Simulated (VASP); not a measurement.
Level of theory: TPSS meta-GGA, VASP's PBE PAW potentials (set 64) (plane waves; VASP).

The input files of a VASP run:

POSCAR:
```
CsPbBr3
1
    6.1345885738     0.0000000000     0.0000000000
    0.0000000000     6.1345885738     0.0000000000
    0.0000000000     0.0000000000     6.1345885738
Cs Pb Br
1 1 3
Direct
  0.0000000000   0.0000000000   0.0000000000
  0.5000000000   0.5000000000   0.5000000000
  0.5000000000   0.0000000000   0.5000000000
  0.0000000000   0.5000000000   0.5000000000
  0.5000000000   0.5000000000   0.0000000000
```

**KPOINTS**
```
Automatic mesh
0
Gamma
4 4 4
0 0 0
```

### INCAR
```
SYSTEM=CsPbBr3
PREC=Accurate; ENCUT=520; LREAL=F
LASPH=T
EDIFF=1E-7; NELM=100; ALGO=Normal
LMAXMIX=4; LMIXTAU=T
ISMEAR=0; SIGMA=0.05
METAGGA=TPSS
ISIF=2
LWAVE=F; LCHARG=F
```

POTCAR, in this order: Cs_sv Pb_d Br (PBE.64 set). Program: vasp_std.

Unless said otherwise, spin-orbit coupling is left out, though it shifts the bands of the heavy elements here.

### Question
Predict the energy per atom (σ→0), band gap (on the k-mesh).

### Answer

* **energy per atom (σ→0)**: -9.686 eV/atom
* **band gap (on the k-mesh)**: 2.11 eV

**OSZICAR**
```
...
DAV:  15    -0.484324001341E+02   -0.30772E-04   -0.28490E-05   678   0.406E-02    0.201E-02
DAV:  16    -0.484324386952E+02   -0.38561E-04   -0.34682E-05   586   0.431E-02    0.104E-02
DAV:  17    -0.484324456679E+02   -0.69727E-05   -0.13955E-05   584   0.351E-02    0.667E-03
DAV:  18    -0.484324399328E+02    0.57351E-05   -0.45889E-06   564   0.155E-02    0.341E-03
DAV:  19    -0.484324476729E+02   -0.77401E-05   -0.97537E-06   536   0.209E-02    0.384E-03
DAV:  20    -0.484324481882E+02   -0.51523E-06   -0.50548E-07   602   0.487E-03    0.135E-03
DAV:  21    -0.484324481932E+02   -0.50554E-08   -0.64167E-08   336   0.231E-03
   1 F= -.48432448E+02 E0= -.48432448E+02  d E =-.125446E-14
```

The compound is CsPbBr3 in the cubic perovskite structure, the ideal cubic form; the compound distorts at low or room temperature. This cell is one point of a volume scan, at 1.06 of the reference volume.
